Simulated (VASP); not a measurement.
Level of theory: PBE GGA with spin-orbit coupling, VASP's PBE PAW potentials (set 64) (plane waves; VASP).

The input files of a VASP run:

INCAR:
```
# general
SYSTEM    =NdAs
PREC      =Accurate
ENCUT     =400
LREAL     =.FALSE.
LASPH     =.TRUE.

# electronic loop
EDIFF     =1E-6
NELM      =100
ALGO      =Normal
LMAXMIX   =6

# smearing
ISMEAR    =0
SIGMA     =0.05

# functional
GGA       =PE
GGA_COMPAT=.FALSE.

# spin
MAGMOM    =12*0
LSORBIT   =.TRUE.

# ions
ISIF      =2

# output
LWAVE     =.FALSE.
LCHARG    =.FALSE.
```

**KPOINTS**
```
Automatic mesh
0
Gamma
5 5 3
0 0 0
```

### POSCAR
```
NdAs
15.2936160
  0.3052933329   0.0000000000   0.0000000000
 -0.1526466337   0.2643917567   0.0000000000
  0.0000000000   0.0000000000   0.5000000000
Nd As
2 2
Cart
  0.1526468300   0.0881304974   0.0000000000
 -0.0000001309   0.1762612592   0.2500000000
  0.1526468300   0.0881304974   0.3126000000
 -0.0000001309   0.1762612592   0.0626000000
```

POTCAR, in this order: Nd_3 As (PBE.64 set). Program: vasp_ncl.

The resulting files:

OSZICAR:
```
       N       E                     dE             d eps       ncg     rms          rms(c)
DAV:   1     0.224696435597E+03    0.22470E+03   -0.12256E+04  1224   0.115E+03
DAV:   2    -0.630608326237E+01   -0.23100E+03   -0.22424E+03  1456   0.310E+02
DAV:   3    -0.233537002803E+02   -0.17048E+02   -0.16917E+02  1744   0.669E+01
DAV:   4    -0.247387635579E+02   -0.13851E+01   -0.13823E+01  2000   0.172E+01
DAV:   5    -0.247841857109E+02   -0.45422E-01   -0.45414E-01  1640   0.262E+00    0.799E+00
DAV:   6    -0.235319017023E+02    0.12523E+01   -0.34708E+00  1448   0.710E+00    0.449E+00
DAV:   7    -0.234429409733E+02    0.88961E-01   -0.10779E+00  1784   0.439E+00    0.145E+00
DAV:   8    -0.234416011758E+02    0.13398E-02   -0.16511E-01  1632   0.188E+00    0.482E-01
DAV:   9    -0.234418732806E+02   -0.27210E-03   -0.12576E-02  1512   0.561E-01    0.222E-01
DAV:  10    -0.234432239257E+02   -0.13506E-02   -0.31119E-03  1824   0.219E-01    0.140E-01
DAV:  11    -0.234439983336E+02   -0.77441E-03   -0.13312E-03  1416   0.197E-01    0.184E-02
DAV:  12    -0.234440532646E+02   -0.54931E-04   -0.19967E-04  1888   0.657E-02    0.126E-02
DAV:  13    -0.234440574855E+02   -0.42209E-05   -0.12777E-05  1544   0.163E-02    0.618E-03
DAV:  14    -0.234440590395E+02   -0.15541E-05   -0.48341E-06  1256   0.117E-02    0.235E-03
DAV:  15    -0.234440591424E+02   -0.10292E-06   -0.10406E-06  1136   0.545E-03
   1 F= -.23444059E+02 E0= -.23444059E+02  d E =-.491383E-18  mag=     0.0000    -0.0000    -0.0000
```

### OUTCAR
```
------------------------ aborting loop because EDIFF is reached ----------------------------------------
  FORCE on cell =-STRESS in cart. coord.  units (eV):
  Direction    XX          YY          ZZ          XY          YZ          ZX
  --------------------------------------------------------------------------------------
  Total        1.6166408      1.6166404      0.1301112      0.0000002     -0.0000000      0.0000000
  in kB       17.9414825     17.9414791      1.4439740      0.0000022     -0.0000000      0.0000000
  external PRESSURE =      12.4423119 kB  Pullay stress =       0.0000000 kB
  volume of cell :      144.37
      direct lattice vectors                 reciprocal lattice vectors
     4.669039000  0.000000000  0.000000000     0.214176836  0.123655039  0.000000000
    -2.334519000  4.043506000  0.000000000     0.000000000  0.247310131  0.000000000
     0.000000000  0.000000000  7.646808000     0.000000000  0.000000000  0.130773520
 POSITION                                       TOTAL-FORCE (eV/Angst)
 -----------------------------------------------------------------------------------
      2.33452      1.34783      0.00000         0.000000      0.000000      0.129114
     -0.00000      2.69567      3.82340        -0.000000      0.000000      0.129114
      2.33452      1.34783      4.78078        -0.000000     -0.000000     -0.129114
     -0.00000      2.69567      0.95738         0.000000      0.000000     -0.129114
 -----------------------------------------------------------------------------------
    total drift:                                0.000345     -0.000199      0.001084
  FREE ENERGIE OF THE ION-ELECTRON SYSTEM (eV)
  ---------------------------------------------------
  free  energy   TOTEN  =       -23.4440591424 eV

  energy  without entropy=      -23.4440591424  energy(sigma->0) =      -23.44405914

 Ion:    1  E_soc:     -0.5193190

 Ion:    2  E_soc:     -0.5193190

 Ion:    3  E_soc:     -0.0275640

 Ion:    4  E_soc:     -0.0275640
```
(Selected blocks of OUTCAR.)

The 4f electrons are frozen in the core of the lanthanide potential, so 4f levels, which can set the real gap, and their magnetism are missing.

The structure was generated: NdAs was put into the wurtzite type (P6_3mc), which need not be its known phase. The cell was not relaxed at this level. The run is one of a series of settings (GGA_COMPAT = .FALSE., LSORBIT = .TRUE., MAGMOM = 0 0 0 0 0 0 0 0 0 0 0 0, program vasp_ncl against the base run), some of them coarse on purpose.
